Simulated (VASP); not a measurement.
Here is a VASP 6.6.1 calculation.

The input run.py:

```python
from ase.calculators.vasp import Vasp
from ase.dft.bandgap import bandgap
from ase.io import read

atoms = read('BiTe.cif')
calc = Vasp(
    directory='calc',
    xc='pbesol',
    pp='PBE',
    setups='minimal',
    prec='Accurate',
    encut=500,
    ediff=1e-07,
    ismear=0,
    sigma=0.02,
    lreal=False,
    lasph=True,
    nelm=100,
    algo='Normal',
    isif=2,
    lwave=False,
    lcharg=False,
    kpts=[7, 7, 7],
    gamma=True,
    nbands=12,
)
atoms.calc = calc

print('energy (eV):', atoms.get_potential_energy())
print('free energy (eV):', atoms.get_potential_energy(force_consistent=True))
print('forces (eV/A):')
print(atoms.get_forces())
print('stress (eV/A^3, Voigt):', atoms.get_stress())
print('Fermi level (eV):', calc.get_fermi_level())
gap, top, bottom = bandgap(calc)
print('band gap (eV):', gap, 'from (spin, k, band)', top, 'to', bottom)
```

Contents of BiTe.cif:

```cif
data_BiTe
_cell_length_a 4.33940586
_cell_length_b 4.33940586
_cell_length_c 4.33940586
_cell_angle_alpha 67.87718201
_cell_angle_beta 67.87718201
_cell_angle_gamma 67.87718201
_space_group_name_H-M_alt 'P1'
_space_group_name_Hall 'P 1'
_space_group_IT_number 1
loop_
_space_group_symop_operation_xyz
'x,y,z'
loop_
_atom_site_label
_atom_site_type_symbol
_atom_site_symmetry_multiplicity
_atom_site_Wyckoff_symbol
_atom_site_fract_x
_atom_site_fract_y
_atom_site_fract_z
_atom_site_occupancy
Bi1 Bi 1 a 0.5000000000 0.5000000000 0.5000000000 1
Te1 Te 1 a 0.0000000000 0.0000000000 0.0000000000 1
```

Potentials or basis: VASP PAW PBE potentials, release 64 (Bi, Te).

Command:

```sh
$ python run.py
```

Question: What does it give for the pressure?

Answer: -2.3 GPa.

Question: Estimate the band gap on the k mesh.

Answer: None (metal or under the smearing width).

Caveat: the PAW data sets were made with another functional, which shifts forces and pressure a little; spin-orbit coupling is left out, which moves the levels of the heavy elements.
